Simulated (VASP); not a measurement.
Input:

```
AlPt3
1.0
    3.87205     0.00000     0.00000
    0.00000     3.87205     0.00000
    0.00000     0.00000     3.87205
Pt Al
3 1
Direct
  0.00000   0.00000   0.00000
  0.50000   0.50000   0.00000
  0.50000   0.00000   0.50000
  0.00000   0.50000   0.50000
```

Method: PBEsol GGA, VASP's PBE PAW potentials (set 64) (plane waves; VASP 6.6.1). Settings: 400 eV cut-off, 9×9×9 Γ-centred mesh, first-order Methfessel-Paxton smearing of 0.10 eV, potentials Pt Al.

Unless said otherwise, spin-orbit coupling is left out, though it shifts the bands of the heavy elements here.

Question: What does the run give for the energy per atom (σ→0), band gap (on the k-mesh) with the smallest direct gap where there is one?

Answer: 
```json
{
 "band gap (on the k-mesh)": "none (metal, semimetal or under 0.01 eV)",
 "energy per atom (σ→0)": "-6.954 eV/atom"
}
```

Only differences to runs with the same potentials and settings are physical.

The structure was generated: AlPt3 was put into an ordered model structure (Pm-3m), which need not be its known phase. It was relaxed first, which changed the volume by -6 %. The start is the result of an earlier pass. The electron count is odd and the run is not spin-polarised, which forces a metal.
